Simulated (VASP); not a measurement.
An input for Ansatz (written as the equivalent of a VASP run, and not itself run):

Ansatz 0.2 input:
```yaml
crystal:
  lattice:
    - [0.0000000, 2.1839950, 2.1839950]
    - [2.1839950, 0.0000000, 2.1839950]
    - [2.1839950, 2.1839950, 0.0000000]
  atoms:
    - { symbol: Al, position: [0.0000000, 0.0000000, 0.0000000] }
    - { symbol: N, position: [0.7500000, 0.7500000, 0.7500000] }
kpoints:
  mp_grid: { grid: [9, 9, 9] }
hamiltonian:
  xc: pbe
  pseudopotentials: { kind: paw }
scf:
  occupations: { method: gaussian, width: 0.05 }
  max_iter: 100
relax:
  max_steps: 60
  f_tol: 0.01
  cell: {}
output: { forces: true, stress: true, eigenvalues: true }
```

Translate this input to VASP (INCAR, KPOINTS, POSCAR, choice of POTCAR).

This is not unique; one that fits is 
**KPOINTS**
```
Automatic mesh
0
Gamma
9 9 9
0 0 0
```

**INCAR**
```
! general
SYSTEM = AlN
PREC   = Accurate
ENCUT  = 500   ! plane-wave cut-off (eV)
LREAL  = .False.   ! projection in real space or not
LASPH  = .True.

! electronic loop
EDIFF  = 1E-6   ! SCF stop (eV)
NELM   = 100   ! most electronic steps
ALGO   = Normal   ! blocked Davidson

! smearing
ISMEAR = 0
SIGMA  = 0.05

! functional
GGA    = PE   ! PBE

! ions
IBRION = 2
NSW    = 60   ! most ionic steps
ISIF   = 3   ! ions, shape and volume
EDIFFG = -0.01

! output
LWAVE  = .False.
LCHARG = .False.
```

File POSCAR:
```
AlN
1
    0.0000000000     2.1839950000     2.1839950000
    2.1839950000     0.0000000000     2.1839950000
    2.1839950000     2.1839950000     0.0000000000
Al N
1 1
Direct
  0.0000000000   0.0000000000   0.0000000000
  0.7500000000   0.7500000000   0.7500000000
```

POTCAR, in this order: Al N (PBE.64 set). Program: vasp_std.

The two are equivalent in intent, not identical: each code has its own PAW files, so the cut-off isn't converted (ENCUT is set for VASP's; basis.ecutwfc is left out, and Ansatz then takes the one that its files recommend); Ansatz stops its SCF on the density residual and VASP on the energy change (EDIFF).

The structure comes from a computed database's AlN entry (F-43m); how it stands against other phases isn't given here. This run relaxes it. Symmetry was kept, so distortions that lower it aren't found.
